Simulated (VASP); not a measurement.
Given:

```yaml
crystal:
  lattice:
    - [3.45597, 0.00000, 0.00000]
    - [-1.72799, 2.99296, 0.00000]
    - [0.00000, 0.00000, 4.44843]
  atoms:
    - { symbol: Te, position: [0.00000, 0.00000, 0.00000] }
    - { symbol: O, position: [0.33333, 0.66667, 0.21647] }
    - { symbol: O, position: [0.66667, 0.33333, 0.78353] }
```

These are r2SCAN meta-GGA, VASP's PBE PAW potentials (set 64) (plane waves; VASP 6.6.1) values and carry that method's errors. Numerical set-up: 520 eV cut-off, 11×11×8 Γ-centred mesh, tetrahedra with Blöchl corrections, potentials Te O.

The cores are frozen, which limits the accuracy of field gradients.

Question: Give the principal components of the electric field gradient (V/Å²) and the asymmetry η at each nucleus.

Answer: 
| atom | Vxx | Vyy | Vzz | η |
|---|---|---|---|---|
| Te1 | -31.8 | -31.8 | 63.5 | 0.00 |
| O2 | 29.2 | 29.2 | -58.5 | 0.00 |
| O3 | 29.2 | 29.2 | -58.5 | 0.00 |

The structure was generated: TeO2 was put into the CdI2 type (P-3m1), which need not be its known phase. It was relaxed first, which changed the volume by +10 %.
